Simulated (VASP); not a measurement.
Given:

```
CELL_PARAMETERS angstrom
      1.84210    -3.19060     0.00000
      1.84210     3.19060     0.00000
      0.00000     0.00000     5.67525
ATOMIC_POSITIONS crystal
  Y  0.33333 0.66667 0.25000
  Y  0.66667 0.33333 0.75000
```

Level of theory: r2SCAN meta-GGA, VASP's PBE PAW potentials (set 64) (plane waves; VASP 6.6.1). Settings: 480 eV cut-off, 10×10×6 Γ-centred mesh, first-order Methfessel-Paxton smearing of 0.10 eV, potentials Y_sv.

**Question.** What does the run give for the energy per atom (σ→0), band gap (on the k-mesh) with the smallest direct gap where there is one?

**Answer.** 
```
Property                                                     Value
------------------------  ----------------------------------------
band gap (on the k-mesh)  none (metal, semimetal or under 0.01 eV)
energy per atom (σ→0)                              -20.273 eV/atom
```

The absolute energy has meaning only against runs of the same code, potentials and settings.

The compound is Y in the hcp structure. It was relaxed first.
